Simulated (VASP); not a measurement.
Input:

```yaml
crystal:
  lattice:
    - [6.46061, 0.00000, 0.00000]
    - [0.00000, 6.46061, 0.00000]
    - [0.00000, 0.00000, 6.46061]
  atoms:
    - { symbol: Sb, position: [0.62500, 0.87500, 0.12500] }
    - { symbol: Sb, position: [0.12500, 0.62500, 0.87500] }
    - { symbol: Sb, position: [0.62500, 0.62500, 0.62500] }
    - { symbol: Sb, position: [0.37500, 0.37500, 0.37500] }
    - { symbol: Sb, position: [0.87500, 0.12500, 0.62500] }
    - { symbol: Sb, position: [0.87500, 0.37500, 0.12500] }
    - { symbol: Sb, position: [0.12500, 0.87500, 0.37500] }
    - { symbol: Sb, position: [0.37500, 0.12500, 0.87500] }
    - { symbol: Pt, position: [0.00000, 0.50000, 0.50000] }
    - { symbol: Pt, position: [0.50000, 0.00000, 0.50000] }
    - { symbol: Pt, position: [0.00000, 0.00000, 0.00000] }
    - { symbol: Pt, position: [0.50000, 0.50000, 0.00000] }
```

Level of theory: PBE GGA, VASP's PBE PAW potentials (set 64) (plane waves; VASP 6.6.1). Settings: 300 eV cut-off, 3×3×3 Γ-centred mesh, Gaussian smearing of 0.020 eV, potentials Sb Pt.

At this cut-off the stress carries a Pulay error, which pulls relaxed volumes low.

Give the force on each atom (eV/Å).

```json
[
 {"atom": "Sb1", "Fx": "0.033", "Fy": "-0.033", "Fz": "0.033"},
 {"atom": "Sb2", "Fx": "0.033", "Fy": "0.033", "Fz": "-0.033"},
 {"atom": "Sb3", "Fx": "0.033", "Fy": "0.033", "Fz": "0.033"},
 {"atom": "Sb4", "Fx": "-0.033", "Fy": "-0.033", "Fz": "-0.033"},
 {"atom": "Sb5", "Fx": "-0.033", "Fy": "0.033", "Fz": "0.033"},
 {"atom": "Sb6", "Fx": "-0.033", "Fy": "-0.033", "Fz": "0.033"},
 {"atom": "Sb7", "Fx": "0.033", "Fy": "-0.033", "Fz": "-0.033"},
 {"atom": "Sb8", "Fx": "-0.033", "Fy": "0.033", "Fz": "-0.033"},
 {"atom": "Pt9", "Fx": "0.000", "Fy": "0.000", "Fz": "0.000"},
 {"atom": "Pt10", "Fx": "0.000", "Fy": "0.000", "Fz": "0.000"},
 {"atom": "Pt11", "Fx": "0.000", "Fy": "0.000", "Fz": "0.000"},
 {"atom": "Pt12", "Fx": "0.000", "Fy": "0.000", "Fz": "0.000"}
]
```

Give the stress tensor in GPa (positive for a compressed cell).

```
4.57  0.00  0.00
0.00  4.57  0.00
0.00  0.00  4.57
```
The pressure is its mean diagonal, 4.57 GPa.

The structure is a typed PtSb2 crystal. The cell was not relaxed at this level. The k-mesh is coarse (spacing up to 0.32 per Å, 2π included), so the numbers may not be converged in it.
